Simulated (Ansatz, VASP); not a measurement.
# Cross-check of NaMgBr3 between VASP and Ansatz

Aim: how closely do two programs agree when they are given the same cell, functional and k mesh? The cell is generated by rule, not measured, and may not be a known phase. The cell is taken from a series of runs on this material, whose earlier steps may have relaxed, scaled, displaced or heated it; both programs get it as it stands.

Main program and level: Ansatz 0.2.0; plane waves, with VASP 6.6.1 beside it; zone-centre phonons at PBE.

The structure was built from a prototype and need not be the compound's stable phase.

## Step 1: Set-up

Symmetry: R3m, No. 160, trigonal system. The conventional cell has a = 7.530 Å, b = 7.530 Å, c = 9.488 Å, α = 90.00°, β = 90.00°, γ = 120.00°. Na has 3 Br at 2.99 Å nearest. Mg has 6 Br at 2.65 to 2.73 Å nearest. Nearest to Br lie 2 Mg at 2.65 to 2.73 Å and 1 Na at 2.99 Å. Farther neighbours and most contacts between anions are not listed.

## Step 2: VASP: zone-centre phonons, PBE

Second derivatives magnify differences that forces hide, and they need a tight electronic threshold.

Lines of VASP's logs that name or quote its potential files are left out, and so is its time.

File INCAR:

```
SYSTEM = NaMgBr3
PREC = Accurate
ENCUT = 600
EDIFF = 1E-08
NELM = 120
ISMEAR = 0
SIGMA = 0.01
LREAL = .FALSE.
ALGO = Normal
GGA = PE
NBANDS = 21
LORBIT = 11
LWAVE = .FALSE.
LCHARG = .FALSE.
ISIF = 2
IBRION = 8
LEPSILON = .TRUE.
LASPH = .TRUE.
GGA_COMPAT = .FALSE.
EFERMI = MIDGAP
KPAR = 2
```

File POSCAR:

```
NaMgBr3
1.0
    3.7649930297      2.1737197392      3.1626793637
   -3.7649930297      2.1737197392      3.1626793637
    0.0000000000     -4.3474394784      3.1626793637
Na Mg Br
1 1 3
Direct
    0.0980605479      0.0980605479      0.0980605479
    0.4964000261      0.4964000261      0.4964000261
    0.4817209376      0.9896231311      0.4817209376
    0.9896231311      0.4817209376      0.4817209376
    0.4817209376      0.4817209376      0.9896231311
```

File KPOINTS:

```
Automatic mesh
0
Gamma
6 6 6
0 0 0
```

Potentials, in the order of the species: Na_pv, Mg and Br (PBE family, release 64).

On the command line:

```bash
$ mpirun -np 2 vasp_std
```

Numbers of over 12 decimals in the logs are rounded to 6 here.

The log of the run:

```text
[banner, memory and clock lines left out]
running    2 mpi-ranks, on    1 nodes
 distrk:  each k-point on    1 cores,    2 groups
 distr:  one band on    1 cores,    1 groups

 POSCAR found type information on POSCAR NaMgBr
 POSCAR found :  3 types and       5 ions
 LDA part: xc-table for (Slater+PW92), standard interpolation
 POSCAR, INCAR and KPOINTS ok, starting setup
 FFT: planning ... GRIDC
 FFT: planning ... GRID_SOFT
 FFT: planning ... GRID
 WAVECAR not read
 entering main loop
       N       E                     dE             d eps       ncg     rms          rms(c)
DAV:   1     0.238520501280E+03    0.23852E+03   -0.13539E+04  1344   0.137E+03
DAV:   2     0.104902814529E+02   -0.22803E+03   -0.21571E+03  1759   0.270E+02
DAV:   3    -0.147155255865E+02   -0.25206E+02   -0.25023E+02  1645   0.973E+01
DAV:   4    -0.153365747712E+02   -0.62105E+00   -0.62001E+00  1616   0.179E+01
DAV:   5    -0.153480952537E+02   -0.11520E-01   -0.11519E-01  1701   0.243E+00    0.365E+00
DAV:   6    -0.148367955692E+02    0.51130E+00   -0.74473E-01  1594   0.378E+00    0.221E+00
DAV:   7    -0.147355242819E+02    0.10127E+00   -0.39180E-01  1639   0.287E+00    0.107E+00
DAV:   8    -0.147403114448E+02   -0.47872E-02   -0.22236E-02  1479   0.105E+00    0.185E-01
DAV:   9    -0.147408863058E+02   -0.57486E-03   -0.68935E-04  1769   0.179E-01    0.100E-01
DAV:  10    -0.147418428074E+02   -0.95650E-03   -0.13678E-03  1429   0.239E-01    0.290E-02
DAV:  11    -0.147418446896E+02   -0.18822E-05   -0.50032E-05  1761   0.466E-02    0.110E-02
DAV:  12    -0.147418553407E+02   -0.10651E-04   -0.13077E-05  1494   0.246E-02    0.232E-03
DAV:  13    -0.147418558316E+02   -0.49086E-06   -0.70016E-07  1787   0.583E-03    0.181E-03
DAV:  14    -0.147418558639E+02   -0.32378E-07   -0.11315E-07  1573   0.213E-03    0.866E-04
DAV:  15    -0.147418559439E+02   -0.79917E-07   -0.57509E-08  1618   0.149E-03    0.161E-04
DAV:  16    -0.147418559487E+02   -0.48888E-08   -0.45619E-09  1214   0.472E-04
   1 F= -.14741856E+02 E0= -.14741856E+02  d E =0.000000E+00
 Linear response reoptimize wavefunctions to high precision
DAV:   1    -0.147418559488E+02   -0.22510E-10   -0.61704E-10  1239   0.177E-04
 Linear response G [H, r] |phi>, progress :
  Direction:   1
       N       E                     dE             d eps       ncg     rms
RMM:   1    -0.116850268446E+03   -0.11685E+03   -0.13032E+02  2960   0.111E+02
RMM:   2    -0.112643457754E+03    0.42068E+01   -0.92470E+00  2649   0.207E+01
RMM:   3    -0.112799292523E+03   -0.15583E+00   -0.87321E-01  2704   0.610E+00
RMM:   4    -0.112812168761E+03   -0.12876E-01   -0.57229E-02  2738   0.171E+00
RMM:   5    -0.112813784812E+03   -0.16161E-02   -0.53353E-03  2821   0.536E-01
RMM:   6    -0.112814122945E+03   -0.33813E-03   -0.10841E-03  2833   0.194E-01
RMM:   7    -0.112814089928E+03    0.33016E-04    0.52084E-05  2830   0.752E-02
RMM:   8    -0.112814121799E+03   -0.31871E-04   -0.70951E-05  2905   0.309E-02
RMM:   9    -0.112814106820E+03    0.14979E-04   -0.10568E-05  2776   0.142E-02
RMM:  10    -0.112814111992E+03   -0.51718E-05    0.54691E-05  2679   0.652E-03
RMM:  11    -0.112814112674E+03   -0.68226E-06   -0.12526E-05  2674   0.338E-03
RMM:  12    -0.112814108656E+03    0.40181E-05    0.98430E-05  2535   0.208E-03
RMM:  13    -0.112814112558E+03   -0.39021E-05    0.21756E-05  2547   0.139E-03
RMM:  14    -0.112814110886E+03    0.16723E-05    0.58418E-05  2594   0.113E-03
RMM:  15    -0.112814112545E+03   -0.16592E-05    0.75311E-06  2572   0.101E-03
RMM:  16    -0.112814113744E+03   -0.11984E-05    0.66839E-07  2585   0.950E-04
RMM:  17    -0.112814112916E+03    0.82741E-06    0.81067E-06  2615   0.927E-04
RMM:  18    -0.112814113148E+03   -0.23173E-06    0.27612E-05  2592   0.920E-04
 Linear response G [H, r] |phi>, progress :
  Direction:   2
       N       E                     dE             d eps       ncg     rms
RMM:   1    -0.120791423675E+03   -0.12079E+03   -0.14822E+02  2952   0.112E+02
RMM:   2    -0.114212671818E+03    0.65788E+01   -0.11221E+01  2637   0.211E+01
RMM:   3    -0.114350519938E+03   -0.13785E+00   -0.99680E-01  2717   0.630E+00
RMM:   4    -0.114363730053E+03   -0.13210E-01   -0.66635E-02  2768   0.180E+00
RMM:   5    -0.114365092107E+03   -0.13621E-02   -0.54421E-03  2820   0.491E-01
RMM:   6    -0.114365222809E+03   -0.13070E-03   -0.74430E-04  2865   0.171E-01
RMM:   7    -0.114365231237E+03   -0.84281E-05   -0.19365E-04  2843   0.651E-02
RMM:   8    -0.114365237036E+03   -0.57990E-05   -0.13636E-04  2889   0.262E-02
RMM:   9    -0.114365240757E+03   -0.37210E-05   -0.16181E-04  2798   0.121E-02
RMM:  10    -0.114365234693E+03    0.60636E-05   -0.13785E-04  2648   0.580E-03
RMM:  11    -0.114365236495E+03   -0.18022E-05   -0.10098E-04  2530   0.294E-03
RMM:  12    -0.114365238757E+03   -0.22611E-05   -0.62134E-05  2446   0.192E-03
RMM:  13    -0.114365238263E+03    0.49387E-06   -0.15790E-04  2450   0.139E-03
[...]
RMM:   6    -0.974743155411E+00    0.11445E-03   -0.90118E-04  2802   0.159E-01    0.387E-02
RMM:   7    -0.975076084453E+00   -0.33293E-03   -0.44443E-05  2510   0.541E-02    0.126E-02
RMM:   8    -0.975415641700E+00   -0.33956E-03   -0.28702E-05  2546   0.259E-02    0.272E-03
RMM:   9    -0.975336565192E+00    0.79077E-04   -0.31270E-06  2563   0.111E-02    0.132E-03
[...]
RMM:   7    -0.162385227120E+00    0.21480E-05   -0.28490E-08  2962   0.357E-03    0.364E-04
RMM:   8    -0.162383544173E+00    0.16829E-05    0.34256E-08  2924   0.169E-03    0.129E-04
RMM:   9    -0.162383231821E+00    0.31235E-06   -0.94069E-09  3094   0.634E-04    0.633E-05
RMM:  10    -0.162383226236E+00    0.55855E-08   -0.50981E-09  3013   0.346E-04    0.203E-05
 first order change of Fermi-energy  -0.23041E+00
 force on displaced ion       1 direction 3 :   0.000  -0.000  -1.156
 Born effective charge ion    1 direction 3 :   0.000   0.000   1.163
 Linear response progress:
  Degree of freedom:   3/  6
       N       E                     dE             d eps       ncg     rms          rms(c)
RMM:   1    -0.268698082962E-02   -0.26870E-02    0.28185E-03 10008   0.322E-01
RMM:   2    -0.262244113276E-02    0.64540E-04   -0.23543E-04  9507   0.739E-02    0.707E-02
RMM:   3    -0.257508376156E-02    0.47357E-04   -0.59434E-05  8737   0.287E-02    0.387E-02
RMM:   4    -0.255815669610E-02    0.16927E-04   -0.49804E-05  8894   0.271E-02    0.663E-03
RMM:   5    -0.253798190424E-02    0.20175E-04   -0.63671E-06  8837   0.115E-02    0.134E-03
RMM:   6    -0.253890909386E-02   -0.92719E-06   -0.41285E-07 10097   0.305E-03    0.767E-04
RMM:   7    -0.253585086236E-02    0.30582E-05   -0.65031E-08  8790   0.141E-03    0.273E-04
RMM:   8    -0.253580893349E-02    0.41929E-07   -0.60414E-09  9735   0.336E-04    0.104E-04
RMM:   9    -0.253608828770E-02   -0.27935E-06   -0.72112E-09  9908   0.199E-04    0.980E-05
RMM:  10    -0.253600784027E-02    0.80447E-07   -0.61240E-09  9696   0.540E-05    0.258E-05
RMM:  11    -0.253600847568E-02   -0.63541E-09   -0.19095E-09  9525   0.368E-05    0.823E-06
 first order change of Fermi-energy  -0.16904E-06
 force on displaced ion       2 direction 1 :  -1.799  -0.000   0.000
 Born effective charge ion    2 direction 1 :   2.438  -0.000  -0.000
 Linear response progress:
  Degree of freedom:   4/  6
       N       E                     dE             d eps       ncg     rms          rms(c)
RMM:   1    -0.268481508931E-02   -0.26848E-02    0.31639E-03  2903   0.329E-01
RMM:   2    -0.263134295841E-02    0.53472E-04   -0.24771E-04  2742   0.744E-02    0.717E-02
RMM:   3    -0.258505153879E-02    0.46291E-04   -0.65190E-05  2432   0.299E-02    0.387E-02
RMM:   4    -0.257148138593E-02    0.13570E-04   -0.53689E-05  2435   0.276E-02    0.677E-03
RMM:   5    -0.255121190589E-02    0.20269E-04   -0.77645E-06  2488   0.125E-02    0.160E-03
RMM:   6    -0.255316418627E-02   -0.19523E-05   -0.54699E-07  2737   0.345E-03    0.815E-04
RMM:   7    -0.255063610859E-02    0.25281E-05   -0.10450E-07  2538   0.173E-03    0.433E-04
RMM:   8    -0.255041904851E-02    0.21706E-06   -0.11902E-08  2683   0.512E-04    0.148E-04
RMM:   9    -0.255053905523E-02   -0.12001E-06   -0.69754E-09  2816   0.327E-04    0.473E-05
RMM:  10    -0.255054051920E-02   -0.14640E-08   -0.26169E-09  2764   0.697E-05    0.235E-05
 first order change of Fermi-energy   0.61981E-01
 force on displaced ion       2 direction 3 :  -0.000   0.000  -1.975
 Born effective charge ion    2 direction 3 :   0.000   0.000   2.496
 Linear response progress:
  Degree of freedom:   5/  6
       N       E                     dE             d eps       ncg     rms          rms(c)
RMM:   1    -0.150785395613E+00   -0.15079E+00    0.93623E-02 10595   0.166E+00
RMM:   2    -0.150165947279E+00    0.61945E-03   -0.28875E-03  8765   0.297E-01    0.733E-02
RMM:   3    -0.150610367894E+00   -0.44442E-03   -0.25415E-04  9202   0.848E-02    0.368E-02
RMM:   4    -0.151119728450E+00   -0.50936E-03   -0.15765E-04  9385   0.543E-02    0.105E-02
RMM:   5    -0.151125498517E+00   -0.57701E-05   -0.10838E-05  9313   0.206E-02    0.300E-03
RMM:   6    -0.151140787728E+00   -0.15289E-04   -0.80721E-07  9772   0.633E-03    0.226E-03
RMM:   7    -0.151143388961E+00   -0.26012E-05   -0.20174E-07  8657   0.296E-03    0.279E-04
RMM:   8    -0.151144734871E+00   -0.13459E-05   -0.26102E-08  9711   0.117E-03    0.114E-04
RMM:   9    -0.151143561964E+00    0.11729E-05    0.44085E-09  9082   0.579E-04    0.639E-05
RMM:  10    -0.151144160082E+00   -0.59812E-06   -0.68687E-08  9546   0.291E-04    0.288E-05
RMM:  11    -0.151144013215E+00    0.14687E-06    0.16573E-07  9465   0.146E-04    0.735E-06
RMM:  12    -0.151143967392E+00    0.45823E-07    0.63019E-08  9849   0.704E-05    0.631E-06
RMM:  13    -0.151143942315E+00    0.25077E-07   -0.22393E-08 10005   0.431E-05    0.332E-06
RMM:  14    -0.151143941024E+00    0.12910E-08    0.27734E-08  9431   0.313E-05    0.144E-06
 first order change of Fermi-energy  -0.29977E-01
 force on displaced ion       3 direction 1 :  -2.943   1.401   1.191
 Born effective charge ion    3 direction 1 :  -1.460   0.406   0.516
 Linear response progress:
  Degree of freedom:   6/  6
       N       E                     dE             d eps       ncg     rms          rms(c)
RMM:   1    -0.149947484401E+00   -0.14995E+00    0.93540E-02  6482   0.165E+00
RMM:   2    -0.149830467100E+00    0.11702E-03   -0.19239E-03  5337   0.255E-01    0.641E-02
RMM:   3    -0.150250380803E+00   -0.41991E-03   -0.19117E-04  5526   0.771E-02    0.329E-02
RMM:   4    -0.150742027708E+00   -0.49165E-03   -0.13703E-04  5697   0.528E-02    0.991E-03
RMM:   5    -0.150742319996E+00   -0.29229E-06   -0.85832E-06  5715   0.196E-02    0.262E-03
RMM:   6    -0.150758485384E+00   -0.16165E-04   -0.77003E-07  5858   0.588E-03    0.193E-03
RMM:   7    -0.150758127829E+00    0.35756E-06   -0.16825E-07  5267   0.284E-03    0.220E-04
RMM:   8    -0.150759037717E+00   -0.90989E-06    0.47971E-11  5731   0.115E-03    0.994E-05
RMM:   9    -0.150757933593E+00    0.11041E-05    0.18997E-08  5508   0.573E-04    0.551E-05
RMM:  10    -0.150758353946E+00   -0.42035E-06   -0.93334E-08  5694   0.288E-04    0.327E-05
RMM:  11    -0.150758147137E+00    0.20681E-06    0.31332E-07  5785   0.136E-04    0.762E-06
RMM:  12    -0.150758071391E+00    0.75746E-07    0.57338E-08  5874   0.660E-05    0.574E-06
RMM:  13    -0.150758041703E+00    0.29688E-07    0.16209E-08  6005   0.390E-05    0.238E-06
RMM:  14    -0.150758059911E+00   -0.18208E-07    0.57428E-08  5881   0.268E-05    0.148E-06
RMM:  15    -0.150758053077E+00    0.68338E-08    0.31485E-08  5371   0.223E-05    0.369E-07
 first order change of Fermi-energy   0.56095E-01
 force on displaced ion       3 direction 3 :   1.191  -0.688  -2.198
 Born effective charge ion    3 direction 3 :   0.536  -0.309  -1.220
 Born effective charges drift removed
 Linear response finished
```

[end of part 1 of 3]

[Lines on the potential files, build, host, timing and source positions are cut from VASP's logs without a mark.]

[Logs are printed without paths, hosts, clocks, repeated set-up lines and the standing remarks that a program may print on its own settings, such as how far it seeks lower states.]

[Hosts, paths, dates, database ids (printed as entryN), source tags and the programs' standing remarks are cut or masked in the printed files.]
